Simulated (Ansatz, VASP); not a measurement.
## MnHg: VASP beside Ansatz

The input INCAR:

```
  PREC = Accurate
  ENCUT = 520
  EDIFF = 1E-7
  ISMEAR = -1
  SIGMA = 0.05
  LREAL = F
  LASPH = T
  NELM = 120
  ALGO = Normal
  ISIF = 2
  LWAVE = F
  LCHARG = F
  ISPIN = 2
  MAGMOM = 0 4
  LORBIT = 11
  LMAXMIX = 4
  GGA = PE
  NBANDS = 24
```

KPOINTS

```
Automatic mesh
0
Gamma
  8 8 8
```

Contents of POSCAR:

```
MnHg
1.0
    3.2927510075      0.0000000000      0.0000000000
    0.0000000000      3.2927510075      0.0000000000
    0.0000000000      0.0000000000      3.2927510075
Hg Mn
1 1
Direct
    0.0000000000      0.0000000000      0.0000000000
    0.5000000000      0.5000000000      0.5000000000
```

input.yaml

```yaml
crystal:
  lattice:
    - [3.2927510075, 0.0, 0.0]
    - [0.0, 3.2927510075, 0.0]
    - [0.0, 0.0, 3.2927510075]
  atoms:
    - { symbol: Hg, position: [0.0, 0.0, 0.0] }
    - { symbol: Mn, position: [0.5, 0.5, 0.5], spin: 4.0 }
hamiltonian:
  xc: pbe
  pseudopotentials: { kind: paw }
magnetization:
  spin_polarized: true
kpoints:
  mp_grid: { grid: [8, 8, 8] }
scf:
  occupations: { method: fermi_dirac, width: 0.05 }
output:
  forces: true
  stress: true
  eigenvalues: true
```

Change from the starting cell: volume scaled by 0.98.

Alike in both runs: task single point; functional PBE; k mesh 8 × 8 × 8; occupations fermi-dirac, width 0.05 eV; collinear spin, ferromagnetic start.

|  | VASP | Ansatz |
| --- | --- | --- |
| version | VASP 6.6.1 | Ansatz 0.2.0 |
| potentials or method | VASP PAW PBE potentials, release 64 (Hg, Mn_pv) | Ansatz PAW |
| plane-wave cutoff (eV) | 520 | 420 |
| valence electrons in the cell | 25 | 35 |

```csv
,VASP,Ansatz,Ansatz less VASP
gap on the k mesh at the Fermi level (eV),none,none,-
pressure (GPa),2.8,2.3,-0.49
net moment per atom (μB),1.94,1.94,-0.003
size of the moment on the site where the two differ most (μB),3.80,3.84,+0.045
```

Site moments also hang on the region over which each program counts them. A gap of «none» marks a metal or a gap that the smearing closes. The functional is the same, so the differences come from potentials, cutoffs and numerics. The two sets of potentials don't hold the same shells in valence.

Spin-orbit coupling is left out, which matters for the levels of Hg.
